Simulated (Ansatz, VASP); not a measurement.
# CdTe: VASP beside Ansatz, part 2 of 2

One calculation is typed for both programs; each brings its own data sets. How far apart do they land? The cell is taken from a series of runs on this material, whose earlier steps may have relaxed, scaled, displaced or heated it; both programs get it as it stands.

VASP 6.6.1 and Ansatz 0.2.0.

So far: The starting structure; Ansatz: zone-centre phonons, LDA.

In doubt: the program warns that the response may not be converged on this k-mesh (step 2), which bears on the force constants and all frequencies.

## 3. VASP: zone-centre phonons, LDA

Level of this step: LDA; plane waves and PAW (Cd, Te) (VASP).

The same cell, functional (in two slightly different forms) and mesh now go to VASP, with its own data sets.

Lines of VASP's logs that name or quote its potential files are left out, and so is its time.

INCAR reads:

```
SYSTEM = CdTe
PREC = Accurate
ENCUT = 500
EDIFF = 1E-08
NELM = 120
ISMEAR = 0
SIGMA = 0.01
LREAL = .FALSE.
ALGO = Normal
GGA = CA
NBANDS = 15
LORBIT = 11
LWAVE = .FALSE.
LCHARG = .FALSE.
ISIF = 2
IBRION = 8
LEPSILON = .TRUE.
LASPH = .TRUE.
GGA_COMPAT = .FALSE.
EFERMI = MIDGAP
KPAR = 2
```

POSCAR reads:

```
CdTe
1.0
   -3.2050000003      0.0000000000      3.2050000003
    0.0000000000      3.2050000003      3.2050000003
   -3.2050000003      3.2050000003      0.0000000000
Cd Te
1 1
Direct
    0.0000000000      0.0000000000      0.0000000000
    0.2500000000      0.2500000000      0.2500000000
```

KPOINTS reads:

```
Automatic mesh
0
Gamma
6 6 6
0 0 0
```

The projector-augmented-wave data sets are Cd and Te (LDA family, release 64).

On the command line:

```bash
mpirun -np 2 vasp_std
```

Log:

```text
[banner, memory and clock lines left out]
running    2 mpi-ranks, on    1 nodes
 distrk:  each k-point on    1 cores,    2 groups
 distr:  one band on    1 cores,    1 groups

 POSCAR found type information on POSCAR CdTe
 POSCAR found :  2 types and       2 ions
 LDA part: xc-table for (Slater(with rela. corr.)+CA(PZ))
 , standard interpolation
 POSCAR, INCAR and KPOINTS ok, starting setup
 FFT: planning ... GRIDC
 FFT: planning ... GRID_SOFT
 FFT: planning ... GRID
 WAVECAR not read
 entering main loop
       N       E                     dE             d eps       ncg     rms          rms(c)
DAV:   1     0.981734170569E+02    0.98173E+02   -0.80465E+03   480   0.101E+03
DAV:   2    -0.263482350090E+01   -0.10081E+03   -0.96003E+02   564   0.248E+02
DAV:   3    -0.625463652949E+01   -0.36198E+01   -0.36147E+01   571   0.484E+01
DAV:   4    -0.628855660321E+01   -0.33920E-01   -0.33918E-01   734   0.422E+00
DAV:   5    -0.628862758472E+01   -0.70982E-04   -0.70981E-04   606   0.188E-01    0.603E+00
DAV:   6    -0.606857953964E+01    0.22005E+00   -0.39037E-01   529   0.833E+00    0.487E+00
DAV:   7    -0.604645136864E+01    0.22128E-01   -0.98077E-02   578   0.220E+00    0.177E+00
DAV:   8    -0.604453865663E+01    0.19127E-02   -0.10366E-02   536   0.128E+00    0.474E-01
DAV:   9    -0.604425858618E+01    0.28007E-03   -0.74794E-04   606   0.307E-01    0.128E-01
DAV:  10    -0.604424814459E+01    0.10442E-04   -0.89548E-05   595   0.846E-02    0.575E-02
DAV:  11    -0.604425206934E+01   -0.39248E-05   -0.20731E-05   572   0.416E-02    0.324E-02
DAV:  12    -0.604425110546E+01    0.96388E-06   -0.20664E-06   515   0.123E-02    0.160E-02
DAV:  13    -0.604425103882E+01    0.66634E-07   -0.60498E-07   585   0.361E-03    0.306E-03
DAV:  14    -0.604425103174E+01    0.70791E-08   -0.47761E-08   585   0.246E-03
   1 F= -.60442510E+01 E0= -.60442510E+01  d E =0.000000E+00
 Linear response reoptimize wavefunctions to high precision
DAV:   1    -0.604425102984E+01    0.19047E-08   -0.63487E-09   578   0.755E-04
DAV:   2    -0.604425102995E+01   -0.10778E-09   -0.22484E-10   296   0.105E-04
DAV:   3    -0.604425102996E+01   -0.12733E-10   -0.23935E-11   303   0.339E-05
 Linear response G [H, r] |phi>, progress :
  Direction:   1
       N       E                     dE             d eps       ncg     rms
RMM:   1    -0.882193750373E+02   -0.88219E+02    0.98846E+01   922   0.666E+01
RMM:   2    -0.905926674028E+02   -0.23733E+01   -0.69950E+00   796   0.158E+01
RMM:   3    -0.906574134872E+02   -0.64746E-01   -0.21623E-01   810   0.264E+00
RMM:   4    -0.906606141425E+02   -0.32007E-02   -0.65477E-03   830   0.405E-01
RMM:   5    -0.906606154561E+02   -0.13135E-05   -0.36738E-04   852   0.856E-02
RMM:   6    -0.906606153385E+02    0.11757E-06   -0.35870E-05   860   0.187E-02
RMM:   7    -0.906606136981E+02    0.16404E-05   -0.62053E-07   873   0.488E-03
RMM:   8    -0.906606130802E+02    0.61796E-06    0.10104E-04   802   0.147E-03
RMM:   9    -0.906606130834E+02   -0.32554E-08    0.23563E-05   695   0.749E-04
RMM:  10    -0.906606130772E+02    0.62148E-08    0.13888E-05   609   0.588E-04
RMM:  11    -0.906606130207E+02    0.56512E-07    0.22518E-05   561   0.556E-04
RMM:  12    -0.906606130188E+02    0.19051E-08   -0.53325E-06   489   0.533E-04
RMM:  13    -0.906606131015E+02   -0.82703E-07   -0.20885E-05   441   0.540E-04
 Linear response G [H, r] |phi>, progress :
  Direction:   2
       N       E                     dE             d eps       ncg     rms
RMM:   1    -0.866406008516E+02   -0.86641E+02    0.13951E+02   926   0.676E+01
RMM:   2    -0.891532232779E+02   -0.25126E+01   -0.72337E+00   797   0.161E+01
RMM:   3    -0.892149950962E+02   -0.61772E-01   -0.23063E-01   819   0.267E+00
RMM:   4    -0.892186714923E+02   -0.36764E-02   -0.67993E-03   829   0.413E-01
RMM:   5    -0.892186913052E+02   -0.19813E-04   -0.38000E-04   858   0.861E-02
RMM:   6    -0.892186922100E+02   -0.90477E-06   -0.46802E-05   858   0.193E-02
RMM:   7    -0.892186905195E+02    0.16905E-05   -0.79026E-06   872   0.504E-03
RMM:   8    -0.892186900761E+02    0.44343E-06   -0.43185E-05   813   0.153E-03
RMM:   9    -0.892186898434E+02    0.23267E-06    0.97565E-05   698   0.740E-04
RMM:  10    -0.892186898785E+02   -0.35108E-07    0.20486E-04   604   0.556E-04
RMM:  11    -0.892186898425E+02    0.35998E-07    0.14309E-04   572   0.529E-04
RMM:  12    -0.892186898973E+02   -0.54715E-07    0.18650E-04   488   0.497E-04
RMM:  13    -0.892186898792E+02    0.18060E-07    0.16028E-04   466   0.507E-04
 Linear response G [H, r] |phi>, progress :
  Direction:   3
       N       E                     dE             d eps       ncg     rms
RMM:   1    -0.713362843090E+02   -0.71336E+02    0.26778E+02   878   0.696E+01
RMM:   2    -0.757624390143E+02   -0.44262E+01   -0.65868E+00   801   0.152E+01
RMM:   3    -0.758012691681E+02   -0.38830E-01   -0.19439E-01   809   0.238E+00
RMM:   4    -0.758039374321E+02   -0.26683E-02   -0.51699E-03   823   0.370E-01
[...]
RMM:  11    -0.346077700696E+01   -0.15685E-11    0.44553E-08   341   0.434E-05
 change of polarisation eV/A/(eV/A) component  1 :     6.922    -1.983     0.735
 dielectric tensor                  component  1 :    20.022    -5.449     2.021
 Linear response to external field (no local field effect), progress :
  Direction:   2
[...]
RMM:   7    -0.314559368368E+01   -0.72334E-03    0.43813E-07  2268   0.147E-02    0.620E-03
RMM:   8    -0.314564877919E+01   -0.55096E-04    0.15637E-05  2275   0.394E-03    0.120E-03
RMM:   9    -0.314567638381E+01   -0.27605E-04    0.33759E-05  2218   0.138E-03    0.379E-04
RMM:  10    -0.314567942822E+01   -0.30444E-05    0.97737E-07  2178   0.215E-04    0.151E-04
RMM:  11    -0.314567822787E+01    0.12004E-05    0.13719E-06  1664   0.839E-05    0.171E-05
RMM:  12    -0.314567809811E+01    0.12976E-06   -0.17594E-08  1032   0.353E-05    0.112E-05
RMM:  13    -0.314567781693E+01    0.28119E-06    0.10520E-08   819   0.390E-05    0.123E-06
 change of polarisation eV/A/(eV/A) component  1 :     6.064    -1.114    -0.295
 dielectric tensor                  component  1 :    17.666    -3.062    -0.811
 Linear response to external field, progress :
  Direction:   2
       N       E                     dE             d eps       ncg     rms          rms(c)
RMM:   1    -0.235503232196E+01   -0.23550E+01   -0.13998E+01  2790   0.327E+00
RMM:   2    -0.312337630138E+01   -0.76834E+00   -0.26181E-02  2230   0.715E-01    0.290E+00
RMM:   3    -0.307560173669E+01    0.47775E-01   -0.30857E-02  2196   0.896E-01    0.163E+00
RMM:   4    -0.312696813527E+01   -0.51366E-01   -0.46544E-02  2210   0.108E+00    0.204E-01
RMM:   5    -0.314132134599E+01   -0.14353E-01   -0.15119E-03  2216   0.207E-01    0.377E-02
RMM:   6    -0.314487222751E+01   -0.35509E-02   -0.79054E-05  2238   0.448E-02    0.211E-02
RMM:   7    -0.314559314549E+01   -0.72092E-03    0.77223E-07  2265   0.147E-02    0.622E-03
RMM:   8    -0.314564850544E+01   -0.55360E-04    0.16050E-05  2273   0.395E-03    0.120E-03
RMM:   9    -0.314567595928E+01   -0.27454E-04    0.51422E-06  2228   0.138E-03    0.379E-04
RMM:  10    -0.314567910220E+01   -0.31429E-05   -0.23554E-06  2173   0.215E-04    0.151E-04
RMM:  11    -0.314567791725E+01    0.11849E-05    0.67167E-07  1651   0.840E-05    0.169E-05
RMM:  12    -0.314567771653E+01    0.20073E-06    0.11418E-07  1047   0.353E-05    0.110E-05
RMM:  13    -0.314567751120E+01    0.20532E-06   -0.72561E-07   807   0.390E-05    0.123E-06
 change of polarisation eV/A/(eV/A) component  2 :    -1.113     6.064     0.325
 dielectric tensor                  component  2 :    -3.060    17.666     0.893
 Linear response to external field, progress :
  Direction:   3
       N       E                     dE             d eps       ncg     rms          rms(c)
RMM:   1    -0.238600946354E+01   -0.23860E+01   -0.14308E+01  2787   0.326E+00
RMM:   2    -0.312264278035E+01   -0.73663E+00   -0.19729E-02  2230   0.713E-01    0.290E+00
RMM:   3    -0.307559089444E+01    0.47052E-01   -0.30918E-02  2196   0.896E-01    0.163E+00
RMM:   4    -0.312696868366E+01   -0.51378E-01   -0.46520E-02  2209   0.108E+00    0.204E-01
RMM:   5    -0.314131042665E+01   -0.14342E-01   -0.15096E-03  2216   0.207E-01    0.378E-02
RMM:   6    -0.314487131867E+01   -0.35609E-02   -0.79285E-05  2236   0.448E-02    0.211E-02
RMM:   7    -0.314559310953E+01   -0.72179E-03   -0.15673E-06  2264   0.147E-02    0.621E-03
RMM:   8    -0.314564849588E+01   -0.55386E-04    0.38154E-06  2272   0.394E-03    0.120E-03
RMM:   9    -0.314567594799E+01   -0.27452E-04    0.45121E-06  2217   0.138E-03    0.379E-04
RMM:  10    -0.314567907682E+01   -0.31288E-05    0.22902E-06  2182   0.215E-04    0.151E-04
RMM:  11    -0.314567789384E+01    0.11830E-05   -0.16918E-06  1649   0.840E-05    0.172E-05
RMM:  12    -0.314567775352E+01    0.14032E-06   -0.30544E-07  1039   0.353E-05    0.111E-05
RMM:  13    -0.314567747367E+01    0.27985E-06    0.16757E-08   782   0.390E-05    0.125E-06
 change of polarisation eV/A/(eV/A) component  3 :    -0.569     0.870     6.064
 dielectric tensor                  component  3 :    -1.564     2.390    17.666
 Linear response DOF=           2
 Linear response progress:
  Degree of freedom:   1/  2
       N       E                     dE             d eps       ncg     rms          rms(c)
RMM:   1    -0.432693129497E+00   -0.43269E+00   -0.22400E-01  2277   0.329E+00
RMM:   2    -0.432731023849E+00   -0.37894E-04   -0.21377E-03  2097   0.351E-01    0.102E-01
RMM:   3    -0.432396175296E+00    0.33485E-03   -0.35799E-05  2288   0.447E-02    0.594E-02
RMM:   4    -0.432015828488E+00    0.38035E-03   -0.20149E-05  2048   0.291E-02    0.734E-03
RMM:   5    -0.432017939080E+00   -0.21106E-05   -0.36336E-07  2394   0.570E-03    0.328E-03
RMM:   6    -0.432039270138E+00   -0.21331E-04   -0.25180E-07  2299   0.304E-03    0.541E-04
RMM:   7    -0.432039124697E+00    0.14544E-06    0.12938E-08  2372   0.579E-04    0.308E-04
RMM:   8    -0.432041227628E+00   -0.21029E-05    0.25974E-09  2333   0.250E-04    0.467E-05
RMM:   9    -0.432040898228E+00    0.32940E-06    0.33635E-09  2403   0.593E-05    0.140E-05
RMM:  10    -0.432040983760E+00   -0.85532E-07   -0.75962E-10  2342   0.399E-05    0.371E-06
RMM:  11    -0.432040964476E+00    0.19284E-07   -0.28291E-10  2443   0.191E-05    0.824E-07
RMM:  12    -0.432040961484E+00    0.29922E-08    0.30820E-09  1787   0.147E-05    0.339E-07
 first order change of Fermi-energy   0.27559E+00
 force on displaced ion       1 direction 1 :  -4.919  -0.000  -0.000
 Born effective charge ion    1 direction 1 :   2.281   0.000   0.000
 Linear response progress:
  Degree of freedom:   2/  2
       N       E                     dE             d eps       ncg     rms          rms(c)
RMM:   1    -0.490884415360E-01   -0.49088E-01    0.70953E-02  3274   0.103E+00
RMM:   2    -0.494255621742E-01   -0.33712E-03   -0.18591E-03  2159   0.276E-01    0.113E-01
RMM:   3    -0.494952194326E-01   -0.69657E-04   -0.83330E-05  2229   0.612E-02    0.641E-02
RMM:   4    -0.496317375408E-01   -0.13652E-03   -0.16543E-05  2222   0.325E-02    0.608E-03
RMM:   5    -0.496397661611E-01   -0.80286E-05    0.12636E-06  2272   0.572E-03    0.235E-03
RMM:   6    -0.496370397991E-01    0.27264E-05   -0.48193E-08  2275   0.159E-03    0.117E-03
RMM:   7    -0.496345890377E-01    0.24508E-05   -0.22253E-07  2282   0.495E-04    0.354E-04
RMM:   8    -0.496349365858E-01   -0.34755E-06   -0.26360E-08  2315   0.179E-04    0.606E-05
RMM:   9    -0.496349268288E-01    0.97570E-08    0.18739E-08  2310   0.415E-05    0.840E-06
 first order change of Fermi-energy  -0.27599E+00
 force on displaced ion       2 direction 1 :  -4.944  -0.000  -0.000
 Born effective charge ion    2 direction 1 :  -2.624   0.000   0.000
 Born effective charges drift removed
 Linear response finished
```

OUTCAR, selected parts (step 3):

```text
ion  position               nearest neighbor table
   1  0.000  0.000  0.000-   2 2.78   2 2.78   2 2.78   2 2.78
   2  0.250  0.250  0.250-   1 2.78   1 2.78   1 2.78   1 2.78

  LATTYP: Found a face centered cubic cell.
 ALAT       =     6.4100000006

 Subroutine GETGRP returns: Found 24 space group operations
 (whereof 24 operations were pure point group operations)

The static configuration has the point symmetry T_d .

 Found     16 irreducible k-points:

   k-points           NKPTS =     16   k-points in BZ     NKDIM =     16   number of bands    NBANDS=     15

   dimension x,y,z NGX =    36 NGY =   36 NGZ =   36
   dimension x,y,z NGXF=    72 NGYF=   72 NGZF=   72

   ENCUT  =  500.0 eV  36.75 Ry    6.06 a.u.   8.26  8.26  8.26*2*pi/ulx,y,z

   NELECT =      18.0000    total number of electrons

 k-points in reciprocal lattice and weights: Automatic mesh
   0.00000000  0.00000000  0.00000000       0.005
   0.16666667  0.00000000  0.00000000       0.037
   0.33333333  0.00000000  0.00000000       0.037
   0.50000000  0.00000000  0.00000000       0.019
   0.16666667  0.16666667  0.00000000       0.028
   0.33333333  0.16666667  0.00000000       0.111
   0.50000000  0.16666667  0.00000000       0.111
  -0.33333333  0.16666667  0.00000000       0.111
  -0.16666667  0.16666667  0.00000000       0.056
[...]
-0.33333333  0.33333333  0.16666667       0.111
  -0.33333333  0.50000000  0.16666667       0.056

 average (electrostatic) potential at core
       1 -39.6421       2 -92.0611

  Total        0.1070434      0.1070434      0.1070434     -0.0000000      0.0000000      0.0000000
  in kB        2.6046930      2.6046930      2.6046930     -0.0000000      0.0000000      0.0000000
  external PRESSURE =       2.6046930 kB  Pullay stress =       0.0000000 kB

  energy-cutoff  :      500.00
  volume of cell :       65.84
      direct lattice vectors                 reciprocal lattice vectors
    -3.205000000  0.000000000  3.205000000    -0.156006240 -0.156006240  0.156006240
     0.000000000  3.205000000  3.205000000     0.156006240  0.156006240  0.156006240
    -3.205000000  3.205000000  0.000000000    -0.156006240  0.156006240 -0.156006240

 POSITION                                       TOTAL-FORCE (eV/Angst)
 -----------------------------------------------------------------------------------
      0.00000      0.00000      0.00000         0.000000     -0.000000      0.000000
     -1.60250      1.60250      1.60250        -0.000000      0.000000     -0.000000
 -----------------------------------------------------------------------------------
    total drift:                               -0.000000      0.000000      0.000000

 MACROSCOPIC STATIC DIELECTRIC TENSOR (including local field effects in DFT)
 ------------------------------------------------------
          17.665762    -0.000000    -0.000000
          -0.000000    17.665762    -0.000000
          -0.000000    -0.000000    17.665762
 ------------------------------------------------------

 PIEZOELECTRIC TENSOR (including local field effects)  for field in x, y, z        (C/m^2)
          XX          YY          ZZ          XY          YZ          ZX
  --------------------------------------------------------------------------------
  x     0.00000    -0.00000     0.00000     0.00000     0.77081     0.00000
  y     0.00000     0.00000     0.00000    -0.00000    -0.00000     0.77081
  z     0.00000     0.00000     0.00000     0.77081    -0.00000    -0.00000

 BORN EFFECTIVE CHARGES (including local field effects) (in |e|, cummulative output)
 ---------------------------------------------------------------------------------
 ion    1
    1     2.45100    -0.00000    -0.00000
    2     0.00000     2.45100     0.00000
    3    -0.00000     0.00000     2.45100
 ion    2
    1    -2.45100     0.00000     0.00000
    2     0.00000    -2.45100     0.00000
    3     0.00000    -0.00000    -2.45100

 Eigenvectors and eigenvalues of the dynamical matrix
 ----------------------------------------------------

   1 f  =    4.490615 THz    28.215365 2PiTHz  149.790784 cm-1    18.571682 meV
             X         Y         Z           dx          dy          dz
      0.000000  0.000000  0.000000    -0.000000   -0.728270    0.000000
     -1.602500  1.602500  1.602500     0.000000    0.685290    0.000000

   2 f  =    4.490615 THz    28.215365 2PiTHz  149.790784 cm-1    18.571682 meV
             X         Y         Z           dx          dy          dz
      0.000000  0.000000  0.000000     0.728270   -0.000000    0.000000
     -1.602500  1.602500  1.602500    -0.685290    0.000000    0.000000

   3 f  =    4.490615 THz    28.215365 2PiTHz  149.790784 cm-1    18.571682 meV
             X         Y         Z           dx          dy          dz
      0.000000  0.000000  0.000000    -0.000000   -0.000000   -0.728270
     -1.602500  1.602500  1.602500    -0.000000   -0.000000    0.685290

   4 f/i=    0.005691 THz     0.035756 2PiTHz    0.189823 cm-1     0.023535 meV
             X         Y         Z           dx          dy          dz
      0.000000  0.000000  0.000000    -0.236459   -0.518256   -0.380947
     -1.602500  1.602500  1.602500    -0.251289   -0.550760   -0.404840

   5 f/i=    0.005691 THz     0.035756 2PiTHz    0.189823 cm-1     0.023535 meV
             X         Y         Z           dx          dy          dz
      0.000000  0.000000  0.000000    -0.634290    0.120551    0.229710
     -1.602500  1.602500  1.602500    -0.674071    0.128112    0.244117

   6 f/i=    0.005691 THz     0.035756 2PiTHz    0.189823 cm-1     0.023535 meV
             X         Y         Z           dx          dy          dz
      0.000000  0.000000  0.000000     0.106706   -0.431858    0.521282
     -1.602500  1.602500  1.602500     0.113399   -0.458943    0.553976

 MACROSCOPIC STATIC DIELECTRIC TENSOR IONIC CONTRIBUTION
 ------------------------------------------------------
           3.347570    -0.000000     0.000000
          -0.000000     3.347570    -0.000000
           0.000000    -0.000000     3.347570
 ------------------------------------------------------

 ELASTIC MODULI CONTR FROM IONIC RELAXATION (kBar)
 Direction    XX          YY          ZZ          XY          YZ          ZX
 --------------------------------------------------------------------------------
 XX          -0.0000      0.0000      0.0000      0.0000      0.0000      0.0000
 YY           0.0000     -0.0000     -0.0000      0.0000     -0.0000      0.0000
 ZZ           0.0000     -0.0000     -0.0000      0.0000     -0.0000      0.0000
 XY           0.0000      0.0000      0.0000   -204.5161     -0.0000      0.0000
 YZ           0.0000     -0.0000     -0.0000      0.0000   -204.5161      0.0000
 ZX           0.0000      0.0000      0.0000      0.0000      0.0000   -204.5161
 --------------------------------------------------------------------------------

 PIEZOELECTRIC TENSOR IONIC CONTR  for field in x, y, z        (C/m^2)
          XX          YY          ZZ          XY          YZ          ZX
  --------------------------------------------------------------------------------
  x     0.00000    -0.00000    -0.00000     0.00000    -0.77858     0.00000
  y     0.00000     0.00000     0.00000     0.00000     0.00000    -0.77858
  z     0.00000     0.00000     0.00000    -0.77858    -0.00000     0.00000
```

With a direct gap this small, the dielectric response converges slowly with the mesh, so tensor and charges are uncertain; a mesh that holds the point of the least gap tends to give too large a tensor.

## 4. Differences

Known differences besides the potentials themselves: the two LDA forms differ slightly; fixed occupations in Ansatz, narrow Gaussian smearing in VASP; VASP's run holds the zone centre alone; VASP's response is taken on the typed mesh, Ansatz refines its own for the field response alone; the data sets hold 36 valence electrons in Ansatz (on norm-conserving files, of PseudoDojo where its log says so) and 18 in VASP; the cutoff is 1387.78 eV in Ansatz and 500 eV in VASP; VASP's log shows a relativistic correction to its local exchange, Ansatz's none. Total energies have different zeros and are not compared.

The two programs side by side:

| quantity | Ansatz | VASP | difference |
| --- | --- | --- | --- |
| ε∞ xx | 9.26 | 17.67 | -47.58 % |
| ε∞ yy | 9.26 | 17.67 | -47.58 % |
| ε∞ zz | 9.26 | 17.67 | -47.58 % |
| Born charge of Cd1 (mean of the diagonal) (e) | 2.13 | 2.45 | -0.32 |
| Born charge of Te2 (mean of the diagonal) (e) | -2.13 | -2.45 | +0.32 |
| optical mode 1 to 3 (cm⁻¹) | 147.9 | 149.8 | -1.24 % |

Modes are paired by rising frequency, not by their patterns, so a pair may set unlike modes beside each other; they are those without the splitting of longitudinal modes.

## 5. Summary of results

```json
{"difference in ε∞ xx (zone-centre phonons, LDA)": "-48 %"}
```

The difference in ε∞ xx is -48 % (zone-centre phonons, LDA), beyond the 5 % picked in this series as the mark of a large difference. The data sets hold unlike numbers of valence electrons (36 in Ansatz and 18 in VASP), so part of the differences comes from the potentials. What causes the difference of the zone-centre phonons, LDA pair stays open here. How closely two codes agree says nothing of how well the functional describes the real material.

[Lines on the potential files, build, host, timing and source positions are cut from VASP's logs without a mark.]

[Logs are printed without paths, hosts, clocks, repeated set-up lines and the standing remarks that a program may print on its own settings, such as how far it seeks lower states.]

[Hosts, paths, dates, database ids (printed as entryN), source tags and the programs' standing remarks are cut or masked in the printed files.]
